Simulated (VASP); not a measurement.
A run of VASP 6.6.1 is set up as follows.

INCAR

```
ALGO = Normal ; EDIFF = 1E-6
EDIFFG = -0.02 ; ENCUT = 600
GGA = PE ; IBRION = 2
ISIF = 3 ; ISMEAR = 0
LASPH = T ; LCHARG = F
LREAL = F ; LWAVE = F
NELM = 100 ; NSW = 60
PREC = Accurate ; SIGMA = 0.05
```

KPOINTS

```
k-points
0
Gamma
  12 12 12
```

The input POSCAR:

```
BPt
1.0
   -1.6113195500      1.6113195500      2.2516265200
    1.6113195500     -1.6113195500      2.2516265200
    1.6113195500      1.6113195500     -2.2516265200
B Pt
1 1
Direct
    0.5000000000      0.5000000000      0.0000000000
    0.0000000000      0.0000000000      0.0000000000
```

Potentials or basis: VASP PAW PBE potentials, release 64 (B, Pt).

Run with:

```bash
$ cat potpaw_PBE.64/B/POTCAR potpaw_PBE.64/Pt/POTCAR > POTCAR
$ mpirun -np 1 vasp_std > vasp.out
```

Q: Estimate the relaxed volume.

A: 11.65 Å³/atom.

Q: What does it give for the band gap on the k mesh?

A: None (metal or under the smearing width).

Q: Estimate the space group after relaxing (to 0.05 Å).

A: Fm-3m (No. 225).

Final structure:
```cif
data_structure
_symmetry_space_group_name_H-M 'P 1'
_symmetry_Int_Tables_number 1
_cell_length_a 3.2057
_cell_length_b 3.2057
_cell_length_c 3.2057
_cell_angle_alpha 119.998
_cell_angle_beta 119.998
_cell_angle_gamma 90.003
_cell_volume 23.29
loop_
_atom_site_label
_atom_site_type_symbol
_atom_site_fract_x
_atom_site_fract_y
_atom_site_fract_z
_atom_site_occupancy
B1 B 0.50000 0.50000 0.00000 1
Pt1 Pt 0.00000 0.00000 0.00000 1
```

Spin-orbit coupling is left out, which matters for the levels of Pt.
